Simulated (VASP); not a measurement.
# SnTeS4: relaxation of cell and atoms with PBE

SnTeS4:

```
CELL_PARAMETERS angstrom
6.10000 0.00000 0.00000
0.00000 3.75000 0.00000
0.00000 0.00000 6.50000
ATOMIC_POSITIONS crystal
Sn 0.00000 0.00000 0.00000
Te 0.00000 0.50000 0.50000
S 0.75000 0.00000 0.66700
S 0.25000 0.00000 0.33300
S 0.25000 0.50000 0.83300
S 0.75000 0.50000 0.16700
```

The cell was built by a generator and needn't be a form met in nature.

| Property | Result |
| --- | --- |
| Program | VASP 6.6.1 |
| Task | relaxation of cell and atoms |
| Functional | PBE |
| Potentials or basis | VASP PAW PBE potentials, release 64 (Sn_d, Te, S) |
| Cutoff | 520 eV |
| k mesh | 3 × 4 × 2 |
| Occupations | gaussian, width 0.15 eV |
| Spin | no spin polarisation |
| Further INCAR settings | PREC = Normal; ALGO = Fast; EDIFF = 0.0001; IBRION = 2; EDIFFG = -0.08; NSW = 24; ISIF = 3 |

```json
{
  "Relaxed volume": "25.27 Å³/atom",
  "Relaxed cell": "a = 6.143 Å, b = 3.767 Å, c = 6.552 Å, α = 90.00°, β = 90.35°, γ = 90.00°",
  "Space group after relaxing (to 0.05 Å)": "P2/m (No. 10)",
  "Energy gained by relaxing": "15.3 meV/atom",
  "Ionic steps": "10",
  "Pressure after relaxing": "0.2 GPa",
  "Largest force after relaxing": "0.067 eV/Å",
  "Band gap on the k mesh": "0.83 eV, indirect (least direct gap 1.20 eV)"
}
```

Forces in eV/Å, atoms in the order of the input:
```
Sn   0.000  0.000  0.000
Te   0.000  0.000  0.000
S    0.055  0.000 -0.038
S   -0.055  0.000  0.038
S   -0.033  0.000  0.046
S    0.033  0.000 -0.046
```

Stress tensor (GPa, compression positive):
```
0.34 0.00 0.26
0.00 0.04 0.00
0.26 0.00 0.20
```

Step by step:
```csv
step,energy change (eV),largest force (eV/Å),pressure (GPa),volume (Å³)
1,0.0000,0.5753,0.74,148.69
2,-0.0498,0.4161,-0.54,151.16
3,-0.0598,0.3713,-0.90,152.54
4,-0.0440,0.4427,-2.21,155.31
5,-0.0605,0.3320,-1.21,153.13
6,-0.0857,0.1423,-0.05,151.19
7,-0.0858,0.1179,0.04,151.03
8,-0.0858,0.1338,0.08,151.08
9,-0.0890,0.0978,0.06,151.27
10,-0.0918,0.0669,0.19,151.62
```

Final structure:
```yaml
crystal:
  lattice:
    - [6.14328, 0.00000, -0.01863]
    - [0.00000, 3.76688, 0.00000]
    - [-0.01990, 0.00000, 6.55224]
  atoms:
    - { symbol: Sn, position: [0.00000, 0.00000, 0.00000] }
    - { symbol: Te, position: [0.00000, 0.50000, 0.50000] }
    - { symbol: S, position: [0.75087, 0.00000, 0.67845] }
    - { symbol: S, position: [0.24913, 0.00000, 0.32155] }
    - { symbol: S, position: [0.24294, 0.50000, 0.84320] }
    - { symbol: S, position: [0.75706, 0.50000, 0.15680] }
```

Levels at points of the mesh, in eV from the valence-band top:
| k point | band 18 | band 19 | band 20 | band 21 | band 22 | band 23 | band 24 | band 25 | band 26 |
| --- | --- | --- | --- | --- | --- | --- | --- | --- | --- |
| (0.00, 0.00, 0.00) | -1.16 | -1.11 | -0.92 | -0.88 | -0.87 | 0.96 | 1.21 | 2.10 | 2.43 |
| (0.00, 0.50, 0.00) | -2.33 | -1.95 | -1.50 | -1.11 | -0.25 | 1.47 | 2.89 | 3.32 | 3.50 |
| (0.00, 0.00, 0.50) | -0.99 | -0.92 | -0.85 | -0.80 | -0.03 | 1.17 | 2.08 | 2.39 | 3.16 |
| (0.00, 0.50, 0.50) | -1.73 | -1.72 | -1.06 | -0.98 | -0.72 | 1.07 | 1.76 | 2.55 | 3.17 |

It took 72 s on 1 thread of Intel(R) Xeon(R) Platinum 8488C (Sapphire Rapids), on a shared host, peak memory 0.21 GiB.

Caveat: the k mesh is coarse (spacing up to 0.48 Å⁻¹), so the values aren't converged; spin-orbit coupling is left out, which moves the levels of the heavy elements; an odd mesh through Γ misses points on the zone boundary, where band edges often lie; this functional lacks dispersion, which binds the layers, so the pressure and a relaxed spacing across them are unreliable; the relaxation stopped at a loose force limit of 0.08 eV/Å, so its end isn't a converged minimum.
